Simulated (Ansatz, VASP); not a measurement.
# ZrGe: VASP beside Ansatz

One calculation is typed for both programs; each brings its own data sets. How far apart do they land? The cell is generated by rule, not measured, and may not be a known phase. The cell is taken from a series of runs on this material, whose earlier steps may have relaxed, scaled, displaced or heated it; both programs get it as it stands.

Calculated with Ansatz 0.2.0; plane waves, with VASP 6.6.1 beside it; relaxation of cell and atoms at PBEsol and zone-centre phonons at PBEsol.

The structure was built from a prototype and need not be the compound's stable phase.

### 1. Starting point

Symmetry: Fm-3m, No. 225, cubic system. The conventional cell has a = 5.413 Å, b = 5.413 Å, c = 5.413 Å, α = 90.00°, β = 90.00°, γ = 90.00°. Zr has 6 Ge at 2.71 Å nearest. Nearest to Ge lie 6 Zr at 2.71 Å. Farther neighbours are not listed.

### 2. VASP: relaxation of cell and atoms, PBEsol

The relaxed volume is the usual yardstick between codes: in a stiff, nearly cubic crystal its relative difference is about their pressure difference at one cell divided by the bulk modulus.

Lines of VASP's logs that name or quote its potential files are left out, and so is its time.

The input, INCAR:

```
SYSTEM = ZrGe
PREC = Accurate
ENCUT = 500
EDIFF = 1E-07
NELM = 120
ISMEAR = 1
SIGMA = 0.2
LREAL = .FALSE.
ALGO = Normal
GGA = PS
NBANDS = 19
LASPH = .TRUE.
LORBIT = 11
LWAVE = .FALSE.
LCHARG = .FALSE.
ISIF = 3
IBRION = 2
NSW = 80
EDIFFG = -0.005
GGA_COMPAT = .FALSE.
NELMIN = 4
KPAR = 2
```

The input, POSCAR:

```
ZrGe
1.0
    0.0000000000      2.7064830000      2.7064830000
    2.7064830000      0.0000000000      2.7064830000
    2.7064830000      2.7064830000      0.0000000000
Zr Ge
1 1
Direct
    0.0000000000      0.0000000000      0.0000000000
    0.5000000000      0.5000000000      0.5000000000
```

The input, KPOINTS:

```
Automatic mesh
0
Gamma
16 16 16
0 0 0
```

The projector-augmented-wave data sets are Zr_sv and Ge_d (PBE family, release 64).

Launch:

```bash
> mpirun -np 2 vasp_std
```

Numbers of over 12 decimals in the logs are rounded to 6 here.

The program printed:

```text
[banner, memory and clock lines left out]
running    2 mpi-ranks, on    1 nodes
 distrk:  each k-point on    1 cores,    2 groups
 distr:  one band on    1 cores,    1 groups

 POSCAR found type information on POSCAR ZrGe
 POSCAR found :  2 types and       2 ions
|                                                                             |
|               ----> ADVICE to this user running VASP <----                  |
|                                                                             |
|     You enforced a specific xc type in the INCAR file but a different       |
|     [... a line on the potential file left out ...]
|     I HOPE YOU KNOW WHAT YOU ARE DOING!                                     |
|                                                                             |

 LDA part: xc-table for (Slater+PW92), standard interpolation
 POSCAR, INCAR and KPOINTS ok, starting setup
 FFT: planning ... GRIDC
 FFT: planning ... GRID_SOFT
 FFT: planning ... GRID
 WAVECAR not read
 entering main loop
       N       E                     dE             d eps       ncg     rms          rms(c)
DAV:   1     0.226981020219E+03    0.22698E+03   -0.13643E+04  6323   0.306E+03
DAV:   2     0.835558665141E+01   -0.21863E+03   -0.21200E+03  5594   0.628E+02
DAV:   3    -0.155237882074E+02   -0.23879E+02   -0.23492E+02  6240   0.137E+02
DAV:   4    -0.167398536871E+02   -0.12161E+01   -0.12101E+01  8956   0.282E+01
DAV:   5    -0.167597490236E+02   -0.19895E-01   -0.19889E-01  6548   0.305E+00    0.143E+01
DAV:   6    -0.156893437573E+02    0.10704E+01   -0.24541E+00  9363   0.357E+01    0.495E+00
DAV:   7    -0.156377974630E+02    0.51546E-01   -0.32232E-01  7145   0.513E+00    0.162E+00
DAV:   8    -0.156348627343E+02    0.29347E-02   -0.28144E-02  7370   0.267E+00    0.320E-01
DAV:   9    -0.156343565847E+02    0.50615E-03   -0.42768E-03  7805   0.100E+00    0.907E-02
DAV:  10    -0.156343150658E+02    0.41519E-04   -0.41335E-04  6308   0.220E-01    0.161E-02
DAV:  11    -0.156343141359E+02    0.92984E-06   -0.27750E-05  7591   0.586E-02    0.106E-02
DAV:  12    -0.156343127782E+02    0.13577E-05   -0.21273E-06  8130   0.137E-02    0.334E-03
DAV:  13    -0.156343127425E+02    0.35672E-07   -0.13753E-07  4221   0.391E-03
   1 F= -.15634313E+02 E0= -.15634560E+02  d E =-.156343E+02
 curvature:   0.00 expect dE= 0.000E+00 dE for cont linesearch  0.000E+00
 trial: gam= 0.00000 g(F)=  0.346E-58 g(S)=  0.843E-05 ort = 0.000E+00 (trialstep = 0.100E+01)
 search vector abs. value=  0.843E-05
 bond charge predicted
       N       E                     dE             d eps       ncg     rms          rms(c)
DAV:   1    -0.156344718841E+02   -0.15911E-03   -0.31635E-03  7377   0.787E-01    0.102E-01
DAV:   2    -0.156343462033E+02    0.12568E-03   -0.24829E-04  7598   0.221E-01    0.366E-02
DAV:   3    -0.156343170307E+02    0.29173E-04   -0.89843E-05  8982   0.107E-01    0.197E-02
DAV:   4    -0.156343152708E+02    0.17599E-05   -0.46218E-06  6892   0.219E-02    0.824E-03
DAV:   5    -0.156343139967E+02    0.12741E-05   -0.21464E-06  9223   0.111E-02    0.386E-03
DAV:   6    -0.156343135913E+02    0.40535E-06   -0.14223E-07  4589   0.511E-03    0.612E-04
DAV:   7    -0.156343135797E+02    0.11657E-07   -0.23696E-08  2986   0.206E-03
   2 F= -.15634314E+02 E0= -.15634562E+02  d E =-.837141E-06
 trial-energy change:   -0.000001  1 .order    0.000000   -0.000008    0.000009
 step:   0.5787(harm=  0.4810)  dis= 0.00000  next Energy=   -15.634315 (dE=-0.266E-05)
 bond charge predicted
       N       E                     dE             d eps       ncg     rms          rms(c)
DAV:   1    -0.156343430150E+02   -0.29424E-04   -0.55694E-04  7270   0.330E-01    0.430E-02
DAV:   2    -0.156343196862E+02    0.23329E-04   -0.43788E-05  7633   0.933E-02    0.154E-02
DAV:   3    -0.156343145672E+02    0.51190E-05   -0.15833E-05  8967   0.449E-02    0.831E-03
DAV:   4    -0.156343148832E+02   -0.31597E-06   -0.81289E-07  6707   0.920E-03    0.351E-03
DAV:   5    -0.156343151911E+02   -0.30793E-06   -0.36638E-07  7077   0.469E-03    0.158E-03
DAV:   6    -0.156343153612E+02   -0.17007E-06   -0.33961E-08  3045   0.261E-03    0.243E-04
DAV:   7    -0.156343153663E+02   -0.50609E-08   -0.68291E-09  2887   0.117E-03
   3 F= -.15634315E+02 E0= -.15634563E+02  d E =-.262374E-05
 curvature:  -0.23 expect dE=-0.485E-09 dE for cont linesearch -0.485E-09
 trial: gam= 0.00000 g(F)=  0.371E-58 g(S)=  0.209E-08 ort =-0.133E-06 (trialstep = 0.916E+00)
 search vector abs. value=  0.219E-08
 reached required accuracy - stopping structural energy minimisation
```

OUTCAR, selected parts (step 2):

```text
ion  position               nearest neighbor table
   1  0.000  0.000  0.000-   2 2.71   2 2.71   2 2.71   2 2.71   2 2.71   2 2.71
   2  0.500  0.500  0.500-   1 2.71   1 2.71   1 2.71   1 2.71   1 2.71   1 2.71

  LATTYP: Found a face centered cubic cell.
 ALAT       =     5.4129660000

 Subroutine GETGRP returns: Found 48 space group operations
 (whereof 48 operations were pure point group operations)

The static configuration has the point symmetry O_h .

 Found    145 irreducible k-points:

   k-points           NKPTS =    145   k-points in BZ     NKDIM =    145   number of bands    NBANDS=     19

   dimension x,y,z NGX =    28 NGY =   28 NGZ =   28
   dimension x,y,z NGXF=    56 NGYF=   56 NGZF=   56

   ENCUT  =  500.0 eV  36.75 Ry    6.06 a.u.   6.98  6.98  6.98*2*pi/ulx,y,z

   NELECT =      26.0000    total number of electrons

 k-points in reciprocal lattice and weights: Automatic mesh
   0.00000000  0.00000000  0.00000000       0.000
   0.06250000  0.00000000  0.00000000       0.002
   0.12500000  0.00000000  0.00000000       0.002
   0.18750000  0.00000000  0.00000000       0.002
   0.25000000  0.00000000  0.00000000       0.002
   0.31250000  0.00000000  0.00000000       0.002
   0.37500000  0.00000000  0.00000000       0.002
   0.43750000  0.00000000  0.00000000       0.002
   0.50000000  0.00000000  0.00000000       0.001
[...]
-0.31250000  0.50000000  0.18750000       0.003
  -0.25000000  0.50000000  0.25000000       0.001

 average (electrostatic) potential at core
       1 -75.3706       2 -69.9019

 E-fermi :   8.2200

 k-point     1 :       0.0000    0.0000    0.0000
  band No.  band energies     occupation
    ...
      6     -15.5630      2.00000
      7     -15.5190      2.00000
      8     -15.5190      2.00000
      9     -15.5190      2.00000
     10      -2.1701      2.00000
     11       8.3582      0.08656
     12       8.3582      0.08656
     13       8.3582      0.08655
     14       9.2057     -0.00000
     15       9.2057     -0.00000
    ...

 k-point     2 :       0.0625    0.0000    0.0000
  band No.  band energies     occupation
    ...
      7     -15.5186      2.00000
      8     -15.5186      2.00000
      9     -15.5185      2.00000
     10      -2.1040      2.00000
     11       8.1403      1.61874
     12       8.3337      0.18934
     13       8.3337      0.18934
     14       8.9103     -0.00001
     15       8.9103     -0.00001
     16      10.5318     -0.00000
    ...

 k-point     3 :       0.1250    0.0000    0.0000
  band No.  band energies     occupation
    ...
      9     -15.5173      2.00000
     10      -1.9091      2.00000
     11       7.5481      2.00002
     12       7.9836      2.07033
     13       7.9836      2.07033
     14       8.7929     -0.00039
     15       8.7929     -0.00039
     16      10.3914     -0.00000
     17      11.9634     -0.00000
     18      11.9634     -0.00000
    ...

  Total       -0.0001700     -0.0001700     -0.0001700      0.0000000     -0.0000000     -0.0000000
  in kB       -0.0068655     -0.0068655     -0.0068655      0.0000000     -0.0000000     -0.0000000
  external PRESSURE =      -0.0068655 kB  Pullay stress =       0.0000000 kB

  energy-cutoff  :      500.00
  volume of cell :       39.67
      direct lattice vectors                 reciprocal lattice vectors
    -0.000000000  2.706890665  2.706890665    -0.184713778  0.184713778  0.184713778
     2.706890665  0.000000000  2.706890665     0.184713778 -0.184713778  0.184713778
     2.706890665  2.706890665  0.000000000     0.184713778  0.184713778 -0.184713778

 POSITION                                       TOTAL-FORCE (eV/Angst)
 -----------------------------------------------------------------------------------
      0.00000      0.00000      0.00000        -0.000000     -0.000000     -0.000000
      2.70689      2.70689      2.70689         0.000000      0.000000      0.000000
 -----------------------------------------------------------------------------------
    total drift:                                0.000000      0.000000      0.000000

  FREE ENERGIE OF THE ION-ELECTRON SYSTEM (eV)
  ---------------------------------------------------
  free  energy   TOTEN  =       -15.6343153663 eV

  energy  without entropy=      -15.6350589616  energy(sigma->0) =      -15.63456323

 reached required accuracy - stopping structural energy minimisation

 total charge
# of ion       s       p       d       tot
------------------------------------------
    1        2.152   5.975   1.686   9.814
    2        1.156   1.403  10.008  12.567
--------------------------------------------------
tot          3.308   7.378  11.694  22.380

[... 3 further parts left out ...]
```

The run keeps the 48 symmetry operations of its start, so it cannot find a distortion of lower symmetry.

### 3. Ansatz: relaxation of cell and atoms, PBEsol

Ansatz runs on its default PAW (the set named soft_2) files.

The same cell, functional, mesh and smearing now go to Ansatz, which takes its cutoff from its data sets.

The input, input.yaml:

```yaml
crystal:
  lattice:
    - [0.0, 2.7064832108, 2.7064832108]
    - [2.7064832108, 0.0, 2.7064832108]
    - [2.7064832108, 2.7064832108, 0.0]
  atoms:
    - { symbol: Zr, position: [0.0, 0.0, 0.0] }
    - { symbol: Ge, position: [0.5, 0.5, 0.5] }
kpoints:
  mp_grid: { grid: [16, 16, 16] }
hamiltonian:
  xc: pbesol
scf:
  occupations: { method: methfessel_paxton, width: 0.2 }
output:
  forces: true
  stress: true
  eigenvalues: true
relax:
  adjacent_minimum: "off"
  f_tol: 0.001
  max_steps: 60
  cell: { stress_tol: 0.01 }
```

Launch:

```bash
> ansatz run input.yaml --threads 8 --pin off --max-ram 14336MiB --backend cpu --events-out ev --progress --plain --runs-dir out
```

The program printed:

```text
Engine: ansatz 0.2.0, x86_64-unknown-linux-gnu
Pseudopotentials: kind: paw
Pseudopotential: Zr, paw, valence charge 12, recommended cutoff 420 eV (normal), Zr.paw.azcp
Pseudopotential: Ge, paw, valence charge 14, recommended cutoff 420 eV (normal), Ge.paw.azcp
Functional definition: PBEsol
  exchange = pbesol_x
  correlation = pbesol_c
Crystal: 2 atoms, lattice volume = 39.650 Å³
Basis set: ecut = 420 eV, 749 PW (Γ), exchange–correlation on 54×54×54 points (8 copies of the dense FFT grid, shifted against one another)
Bands: 17, of which v1, the nominal top of the filled ones, is band 13 counted from 1 (12 counted from 0)
Symmetry: 48 space group operations
Space group: Fm-3m (ITA 225), of the structure as read, at distance tolerance 3.4e-5 Å
k-points: 145 of 4096
Non-local potential: Zr, projectors of the file, l = 0: 3, l = 1: 2, l = 2: 2, l = 3: 2
Non-local potential: Ge, projectors of the file, l = 0: 2, l = 1: 2, l = 2: 3, l = 3: 1
PAW form: soft (Blöchl's): semilocal exchange-correlation on the pseudo side does not see the compensation charge
PAW frozen core: Zr, regenerated for the run's functional, and the local potential with it (the file was generated under x = pbe(κ = 0.804, μ = 0.219515), c = pbe(β = 0.066725))
PAW frozen core: Ge, regenerated for the run's functional, and the local potential with it (the file was generated under x = pbe(κ = 0.804, μ = 0.219515), c = pbe(β = 0.066725))
PAW one-centre angular grid: Zr, 590 points (default); XC on 64 Gauss nodes
PAW one-centre angular grid: Ge, 590 points (default); XC on 64 Gauss nodes
Initial density: superposition of atomic densities (neutral atoms: chi_scale 0, normalization atom), corrected by the library's trained network
Initial wavefunctions: pseudopotential atomic-orbital guess
Functional: x = pbesol(κ = 0.804, μ = 0.123457), c = pbesol(β = 0.046)
SCF iter   1: F=—  HF=-8383.757552 eV  |F-HF|=—  |Δ(HF+E_count)|=         —  Δρ=3.51e-3  dr2=4.61e-3  ethr=1.77e-3  ⟨swp⟩=4.9  Hψ=10293  notcnv=0
preconditioner: auto → Kerker (q_TF=auto, 2.543 Å⁻¹)  [metal: Δε(μ)=0.060 eV  Ē_g=20.701 eV  σ=0.200 eV  W_gap=0.25  n_scr=14 (ndim 8)  ℏωp=28.9 eV  f_vac=0.000  D(μ)=0.46/eV (n_scr^D=0)]
SCF iter   2: F=—  HF=-8383.756273 eV  |F-HF|=—  |Δ(HF+E_count)|=   1.28e-3  S|Δr|=    0.00e0  Δρ=1.94e-3  dr2=1.24e-3  ethr=1.77e-5  ⟨swp⟩=2.2  Hψ=4649  notcnv=0
SCF iter   3: F=—  HF=-8383.755986 eV  |F-HF|=—  |Δ(HF+E_count)|=   2.87e-4  S|Δr|=    0.00e0  Δρ=3.02e-4  dr2=2.60e-5  ethr=4.76e-6  ⟨swp⟩=2.0  Hψ=3015  notcnv=0
SCF iter   4: F=—  HF=-8383.755982 eV  |F-HF|=—  |Δ(HF+E_count)|=   3.98e-6  S|Δr|=    0.00e0  Δρ=1.01e-4  dr2=2.61e-6  ethr=9.98e-8  ⟨swp⟩=2.0  Hψ=3787  notcnv=0
SCF iter   5: F=—  HF=-8383.755980 eV  |F-HF|=—  |Δ(HF+E_count)|=   2.52e-6  S|Δr|=    0.00e0  Δρ=3.78e-5  dr2=7.51e-7  ethr=1.00e-8  ⟨swp⟩=2.0  Hψ=3764  notcnv=0
SCF iter   6: F=-8383.755979 eV  HF=-8383.755979 eV  |F-HF|=4.04e-8  |Δ(HF+E_count)|=   2.33e-7  S|Δr|=    0.00e0  Δρ=1.37e-5  dr2=9.18e-8  ethr=3.85e-10  ⟨swp⟩=3.0  Hψ=10181  notcnv=0
SCF 1 converged in 6 iterations: F = -8383.755979 eV  dr2 = 9.18e-8
  greatest PAW one-centre occupation: 0.998 electrons in one spin orbital (limit 2), on the Ge atom at site 1 (counted from 0), in its partial waves of l = 2
relax step   1: F+E_penalty+E_count = -8383.75597945 eV  Δ(F+E_penalty+E_count) = +0.000e0 eV  max|allowed force component| = 2.229e-29 eV/Å  Δτ_max = 0.0000 Å  P = -0.070 GPa  Ω = 39.650 Å³  (6 SCF iters, dr2 threshold 1.00e-7 eV, accepted)
[...]
relax step   2: F+E_penalty+E_count = -8383.75598603 eV  Δ(F+E_penalty+E_count) = -6.575e-6 eV  max|allowed force component| = 4.996e-30 eV/Å  Δτ_max = 0.0000 Å  P = +0.076 GPa  Ω = 39.602 Å³  energy of the carried Pulay correction = +7.437e-6 eV  (4 SCF iters, dr2 threshold 1.21e-8 eV, rejected (line search))
[...]
relax step   3: F+E_penalty+E_count = -8383.75598804 eV  Δ(F+E_penalty+E_count) = -8.591e-6 eV  max|allowed force component| = 1.088e-29 eV/Å  Δτ_max = 0.0000 Å  P = -0.000 GPa  Ω = 39.627 Å³  energy of the carried Pulay correction = +3.566e-6 eV  (7 SCF iters, accepted)
[...]
relax step   4: F+E_penalty+E_count = -8383.75598397 eV  Δ(F+E_penalty+E_count) = +4.077e-6 eV  max|allowed force component| = 9.203e-30 eV/Å  Δτ_max = 0.0000 Å  P = -0.000 GPa  Ω = 39.627 Å³  stress off target by 5.31e-5 GPa  SCF on the basis re-selected at this cell (its energy is not comparable with the rows above)  (4 SCF iters)
basis re-selected at this cell: Δ(F+E_penalty+E_count) = +4.077e-6 eV, ΔP = -0.000 GPa vs the last step (what re-selecting the basis moved, of the pressure what is left beyond the Pulay correction that the steps carried, after the strain that the cell walked since its last selection, with what the two solves' SCF thresholds leave and, on support functions, any second-order correction that the steps lacked; it is no m [...]
SCF converged after 4 iterations
Stability not checked: this state was not tested for a lower state beside it, because cold or Methfessel-Paxton smearing, or corrected tetrahedra, fill the levels in a way that the test cannot read (fill_not_monotonic; see scf.lower_state_search)
Free energy (F): -8383.755984 eV
Harris-Foulkes:  -8383.755984 eV  (|F-HF|=0.00e0)
Internal energy: -8383.756726 eV  (E = F + TS)
E sigma→0 (E₀):  -8383.756169 eV
Entropy (-TS):   0.000742 eV (0.371 meV/atom)
Fermi energy:    13.197394 eV
--- Per-component energies (eV) ---
  E_band       = -185.149763
  E_kinetic    = 446.644978
  E_local      = -2830.270713  (includes V_loc(G=0)·N_el)
  E_nonlocal   = 501.302547
  E_hartree    = 1174.273076
  E_xc         = -237.197199
  E_vxc        = -257.380749  (∫ρ·V_xc dr)
  E_paw        = -4878.637259  (= ΣΔE_a)
  E_vpaw       = -393.992330  (= ΣTr[D̂ρ^β])
  E_aug_tail   = 0.000327  (compensation charges beyond the density's cutoff)
  E_ewald      = -2560.956139
  E_core_change = 1.083657  (= ΣΔE_core)
  E_smearing   = 0.000742  (= −TS)
  E_closure    = -0.000000  (closes the sum)
  Σ components = -8383.755984   (vs F -8383.755984, Δ=0.00e0)
--- Forces (eV/Å), atoms counted from 1 ---
  atom   1  Zr     0.00000000    -0.00000000     0.00000000
  atom   2  Ge     0.00000000    -0.00000000     0.00000000
  max |Σ_I F_I| component: 3.21e-29 eV/Å
--- Stress (GPa, compression-positive) ---
       -0.000053      -0.000000      -0.000000
       -0.000000      -0.000053      -0.000000
       -0.000000      -0.000000      -0.000053
  P = ⅓ Tr σ = -0.0001 GPa (-0.001 kbar)
--- Band table (eV; the first three rows and the last of 145) ---
  k-point 0: bands = [... 9 lower, 2.8013, 13.3334, 13.3334, 13.3334, 14.1811, 14.1811, 15.5964, 15.5964]
  k-point 1: bands = [... 9 lower, 2.8675, 13.1158, 13.3091, 13.3091, 13.8865, 13.8865, 15.5133, 16.0572]
  k-point 2: bands = [... 9 lower, 3.0630, 12.5242, 12.9601, 12.9601, 13.7687, 13.7687, 15.3718, 16.9431]
  k-point 144: bands = [... 9 lower, 5.0712, 10.5568, 10.5568, 10.8778, 15.5852, 15.5852, 16.3173, 16.4083]
--- Relaxed structure (3 steps of the walk, 2 accepted, 1 SCFs on fresh bases) ---
  F+E_penalty+E_count = -8383.75598397 eV   max|allowed force component| = 9.203e-30 eV/Å   (the final SCF, on the basis selected at the relaxed cell)
  cell:  # Å, volume = 39.6272 Å³
    - [0, 2.705959, 2.705959]
    - [2.705959, 0, 2.705959]
    - [2.705959, 2.705959, 0]
  atoms:
    - { symbol: Zr, position: [0, 0, 0] }
    - { symbol: Ge, position: [0.5, 0.5, 0.5] }
```

Reading the cycles: dr2 is the Hartree energy of the density residual (eV), the measure of convergence; HF is the Harris–Foulkes estimate of the energy, which meets the free energy F at convergence.

### 4. Differences

Known differences besides the potentials themselves: the cutoff is 420 eV in Ansatz and 500 eV in VASP; Ansatz makes its cores anew for this functional, VASP keeps those of its PBE data sets; Ansatz adds a Pulay correction to the stress that steers its cell, VASP none. Total energies have different zeros and are not compared.

Compared:

```csv
quantity,Ansatz,VASP,difference
volume (Å³),39.63,39.67,-0.10 %
"edge a after relaxation, in the typed setting (Å)",3.827,3.828,-0.03 %
```

(Part 1 of 2 ends here.)

[Lines on the potential files, build, host, timing and source positions are cut from VASP's logs without a mark.]

[Logs are printed without paths, hosts, clocks, repeated set-up lines and the standing remarks that a program may print on its own settings, such as how far it seeks lower states.]

[Hosts, paths, dates, database ids (printed as entryN), source tags and the programs' standing remarks are cut or masked in the printed files.]
